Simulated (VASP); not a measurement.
# TiSi2: input slips in a relaxation and what they do, part 2 of 2

Some relaxations of TiSi2 get a fault in the input on purpose. Which of them show, and how? The starting structure is a measured crystal structure from the Crystallography Open Database. The first relaxation on each setting starts from this cell expanded by 3 % in volume.

VASP 6.6.1.

Results so far: reference 13.80 Å³ an atom; the cell held fixed (ISIF = 2) 14.57 Å³ an atom.

## (5) Relaxation with a k mesh far too coarse

Level of this step: PBEsol; plane waves and PAW (Ti_sv, Si) (VASP).

A slip made on purpose: a k mesh far too coarse. Against step 2 the input has a 1×1×1 mesh (also changed: NELM, NCORE and KPAR).

INCAR

```
SYSTEM = TiSi2
PREC = Accurate
ENCUT = 450
EDIFF = 1E-06
NELM = 60
ISMEAR = 1
SIGMA = 0.15
LREAL = .FALSE.
ALGO = Normal
GGA = PS
NBANDS = 26
LASPH = .TRUE.
LORBIT = 11
LWAVE = .FALSE.
LCHARG = .FALSE.
NCORE = 4
IBRION = 2
NSW = 50
ISIF = 3
EDIFFG = -0.006
```

POSCAR

```
TiSi2
1.0
    0.0000000000      4.1749333552      4.3183898823
    2.4238649119      0.0000000000      4.3183898823
    2.4238649119      4.1749333552      0.0000000000
Ti Si
2 4
Direct
    0.5000000000      0.5000000000      0.5000000000
    0.7500000000      0.7500000000      0.7500000000
    0.8367200000      0.1632800000      0.8367200000
    0.1632800000      0.8367200000      0.1632800000
    0.4132800000      0.0867200000      0.4132800000
    0.0867200000      0.4132800000      0.0867200000
```

KPOINTS

```
Automatic mesh
0
Gamma
1 1 1
0 0 0
```

Potentials, in the order of the species: Ti_sv and Si (PBE family, release 64).

The run is started by

```sh
mpirun -np 16 vasp_std
```

Output:

```text
[banner, memory and clock lines left out]
running   16 mpi-ranks, on    1 nodes
[...]
[... a notice as in an earlier step ...]

 LDA part: xc-table for (Slater+PW92), standard interpolation
|                                                                             |
|           W    W    AA    RRRRR   N    N  II  N    N   GGGG   !!!           |
|           W    W   A  A   R    R  NN   N  II  NN   N  G    G  !!!           |
|           W    W  A    A  R    R  N N  N  II  N N  N  G       !!!           |
|           W WW W  AAAAAA  RRRRR   N  N N  II  N  N N  G  GGG   !            |
|           WW  WW  A    A  R   R   N   NN  II  N   NN  G    G                |
|           W    W  A    A  R    R  N    N  II  N    N   GGGG   !!!           |
|                                                                             |
|     The number of bands has been changed from the values supplied in        |
|     The orbitals not found in the WAVECAR file will be initialized with     |
|     random numbers, which is usually adequate. For correlated               |
[...]
DAV:  16    -0.445521848160E+02    0.79741E-07   -0.13642E-05    56   0.774E-03    0.488E-03
DAV:  17    -0.445521845430E+02    0.27301E-06   -0.66629E-06    64   0.100E-02
   1 F= -.44552185E+02 E0= -.44541626E+02  d E =-.445522E+02
[... from here on, the cycles between the ionic steps are left out ...]
   2 F= -.44955347E+02 E0= -.44931573E+02  d E =-.403163E+00
   3 F= -.45523040E+02 E0= -.45498228E+02  d E =-.970855E+00
   4 F= -.45524018E+02 E0= -.45498807E+02  d E =-.971833E+00
   5 F= -.45704215E+02 E0= -.45679876E+02  d E =-.180197E+00
   6 F= -.45745882E+02 E0= -.45735777E+02  d E =-.221865E+00
   7 F= -.45769035E+02 E0= -.45768597E+02  d E =-.231526E-01
   8 F= -.45785716E+02 E0= -.45781331E+02  d E =-.398333E-01
   9 F= -.45789753E+02 E0= -.45777460E+02  d E =-.403742E-02
  10 F= -.45795582E+02 E0= -.45786613E+02  d E =-.986623E-02
  11 F= -.45795579E+02 E0= -.45786696E+02  d E =-.986329E-02
  12 F= -.45795706E+02 E0= -.45787275E+02  d E =-.127350E-03
  13 F= -.45795734E+02 E0= -.45787166E+02  d E =-.154400E-03
  14 F= -.45795733E+02 E0= -.45787167E+02  d E =-.154294E-03
  15 F= -.45795723E+02 E0= -.45787107E+02  d E =-.143692E-03
  16 F= -.45795733E+02 E0= -.45787154E+02  d E =-.153607E-03
[...]
reached required accuracy - stopping structural energy minimisation
```

The job ended after 9.6 s (16 MPI ranks of Intel Xeon 6975P-C (Granite Rapids), shared host; peak memory 2 GiB).

From OUTCAR (step 5):

```text
  Total       -0.0207960      0.0261472     -0.0156240      0.0000000      0.0000000      0.0000000
  in kB       -0.3992129      0.5019381     -0.2999276      0.0000000      0.0000000      0.0000000
  external PRESSURE =      -0.0657341 kB  Pullay stress =       0.0000000 kB

 POSITION                                       TOTAL-FORCE (eV/Angst)
 -----------------------------------------------------------------------------------
      2.50690      3.94067      4.22424        -0.000000      0.000000     -0.000000
      3.76036      5.91100      6.33636         0.000000      0.000000      0.000000
      2.50690      6.73338      4.22424         0.000000     -0.002074     -0.000000
      2.50690      1.14796      4.22424         0.000000      0.002074     -0.000000
      1.25345      3.11829      2.11212        -0.000000      0.002074      0.000000
      1.25345      0.82238      2.11212        -0.000000     -0.002074      0.000000
 -----------------------------------------------------------------------------------
    total drift:                               -0.000000     -0.000000      0.000000

  FREE ENERGIE OF THE ION-ELECTRON SYSTEM (eV)
  ---------------------------------------------------
  free  energy   TOTEN  =       -45.7957327117 eV

  energy  without entropy=      -45.7699960025  energy(sigma->0) =      -45.78715381

[... 1 part as in an earlier step ...]

[... 3 further parts left out ...]
[key lines of the parts left out:]
E-fermi :   9.2148
```

With a k mesh far too coarse the cell ends at 13.910 Å³ an atom, +0.83 % from the reference, a by +5.3 %, b by -3.7 % and c by -0.6 %; the bulk modulus is 146.4 GPa against 150.9 GPa.

## (6) Relaxation with a leftover external pressure of 100 kbar

A slip made on purpose: a leftover external pressure of 100 kbar. Against step 2 the input has PSTRESS = 100 (also changed: NELM).

Changes to INCAR since step 5:

```diff
@@ -15,3 +15,3 @@
 LCHARG = .FALSE.
-NCORE = 4
+KPAR = 16
 IBRION = 2
@@ -20 +20,2 @@
 EDIFFG = -0.006
+PSTRESS = 100
```

POSCAR is that of step 5.

KPOINTS

```
Automatic mesh
0
Gamma
10 10 10
0 0 0
```

The run is started by

```sh
mpirun -np 16 vasp_std
```

Output:

```text
[... set-up lines as in an earlier step ...]
 entering main loop
       N       E                     dE             d eps       ncg     rms          rms(c)
[... 15 cycles as in an earlier step ...]
   1 F= -.38116097E+02 E0= -.38116064E+02  d E =-.381161E+02
[... from here on, the cycles between the ionic steps are left out ...]
   2 F= -.37799044E+02 E0= -.37799237E+02  d E =0.317053E+00
   3 F= -.38656710E+02 E0= -.38656770E+02  d E =-.540613E+00
   4 F= -.38657177E+02 E0= -.38657240E+02  d E =-.541080E+00
   5 F= -.38657026E+02 E0= -.38657092E+02  d E =-.540929E+00
   6 F= -.38665142E+02 E0= -.38665035E+02  d E =-.811588E-02
   7 F= -.38668076E+02 E0= -.38668001E+02  d E =-.110502E-01
   8 F= -.38668319E+02 E0= -.38668250E+02  d E =-.243144E-03
   9 F= -.38668443E+02 E0= -.38668372E+02  d E =-.366689E-03
  10 F= -.38668598E+02 E0= -.38668537E+02  d E =-.155199E-03
  11 F= -.38668663E+02 E0= -.38668615E+02  d E =-.220190E-03
  12 F= -.38668679E+02 E0= -.38668628E+02  d E =-.156286E-04
 trial-energy change:   -0.000016  1 .order   -0.000008   -0.000026    0.000010
 step:   0.8465(harm=  0.6938)  dis= 0.00017  next Energy=   -38.668680 (dE=-0.163E-04)
 reached required accuracy - stopping structural energy minimisation
```

Wall time 2.1 min (16 MPI ranks); peak memory 7.3 GiB.

OUTCAR, selected parts (step 6):

```text
  Total        4.8770089      4.8979442      4.8667219      0.0000000      0.0000000      0.0000000
  in kB      100.0711554    100.5007254     99.8600778      0.0000000      0.0000000      0.0000000
  external PRESSURE =       0.1439862 kB  Pullay stress =     100.0000000 kB

 POSITION                                       TOTAL-FORCE (eV/Angst)
 -----------------------------------------------------------------------------------
      2.33384      3.99820      4.18398        -0.000000      0.000000      0.000000
      3.50076      5.99730      6.27597        -0.000000     -0.000000     -0.000000
      2.33384      6.68391      4.18398         0.000000      0.000254      0.000000
      2.33384      1.31249      4.18398         0.000000     -0.000254      0.000000
      1.16692      3.31159      2.09199         0.000000     -0.000254     -0.000000
      1.16692      0.68661      2.09199         0.000000      0.000254     -0.000000
 -----------------------------------------------------------------------------------
    total drift:                               -0.000000     -0.000000      0.000000

  FREE ENERGIE OF THE ION-ELECTRON SYSTEM (eV)
  ---------------------------------------------------
  free  energy   TOTEN  =       -43.5422199202 eV

  energy  without entropy=      -43.5420664671  energy(sigma->0) =      -43.54216877

[... 2 parts as in an earlier step ...]

[... 2 further parts left out ...]
[key lines of the parts left out:]
E-fermi :  10.9887
```

With a leftover external pressure of 100 kbar the cell ends at 13.014 Å³ an atom, -5.67 % from the reference.

## (7) The runs compared

| run | ended | volume (Å³/atom) | change (%) | bulk modulus (GPa) | pressure left (GPa) | core minutes |
| --- | --- | --- | --- | --- | --- | --- |
| reference | converged | 13.796 | - | 150.9 | 0.01 | 32.5 |
| one electron too many | cut off by time | - | - | - | - | 107.0 |
| the cell held fixed (ISIF = 2) | converged | 14.567 | 5.58 | - | -7.39 | 7.2 |
| a k mesh far too coarse | converged | 13.91 | 0.83 | 146.4 | -0.01 | 2.56 |
| a leftover external pressure of 100 kbar | converged | 13.014 | -5.67 | - | 10.01 | 33.6 |

Core minutes are wall time times ranks, summed over the relaxations behind a row (those for a bulk modulus apart), on shared hosts.

## (8) Summary of results

```json
{
  "volume of the reference": "13.80 Å³/atom",
  "volume against the reference, the cell held fixed (ISIF = 2)": "+5.58 %",
  "volume against the reference, a k mesh far too coarse": "+0.83 %",
  "volume against the reference, a leftover external pressure of 100 kbar": "-5.67 %",
  "run with one electron too many": "cut off by time"
}
```

The run with one electron too many was cut off by time, so it gives no result to compare. The log of the run with one electron too many holds a warning on the charge density. Finished, but with signs in the output that stand out against the reference: the cell held fixed (ISIF = 2), with the volume kept at the input's, +5.6 % from the reference (signs: a stress of up to 8.1 GPa); a leftover external pressure of 100 kbar, with the volume changed by -5.7 % (signs: the Pulay stress that OUTCAR prints, which here is the typed pressure). Finished, and of the signs looked for here (warnings, stress, forces, entropy, moments, translations away from zero, imaginary modes) none stands out against the reference by the marks set here, though the cell is off: a k mesh far too coarse, with the volume changed by +0.8 %, a by +5.3 %, b by -3.7 % and c by -0.6 %. The reference was restarted once and the runs with a slip weren't, so their cells may not have settled fully. Further runs on this material are not shown.

[Lines on the potential files, build, host, timing and source positions are cut from VASP's logs without a mark.]

[Logs are printed without paths, hosts, clocks, repeated set-up lines and the standing remarks that a program may print on its own settings, such as how far it seeks lower states.]

[Hosts, paths, dates, database ids (printed as entryN), source tags and the programs' standing remarks are cut or masked in the printed files.]
